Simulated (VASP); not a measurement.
Consider the following.

```
Re
1.0
    1.38000    -2.39023     0.00000
    1.38000     2.39023     0.00000
    0.00000     0.00000     4.46000
Re
2
Direct
  0.33333   0.66667   0.25000
  0.66667   0.33333   0.75000
```

Level of theory: PBE GGA, VASP's PBE PAW potentials (set 64) (plane waves; VASP 6.6.1). Run with 480 eV cut-off, 14×14×8 Γ-centred mesh, first-order Methfessel-Paxton smearing of 0.10 eV, potentials Re.

Problem. The ions, cell shape and volume are relaxed. Predict the relaxed structure.

Solution. 
```
Re
1.0
    1.38619    -2.40096     0.00000
    1.38619     2.40096     0.00000
    0.00000     0.00000     4.48591
Re
2
Direct
  0.33333   0.66667   0.25000
  0.66667   0.33333   0.75000
```
Space group P6_3/mmc (194), at a tolerance of 0.03 Å.

Problem. How do energy and volume change from the first to the last step?

Solution. The energy (σ→0) changes by -3.9 meV/atom and the volume by +1.5 %, in 9 ionic steps.

The compound is Re in the hcp structure. This run relaxes it. Symmetry was kept, so distortions that lower it aren't found.
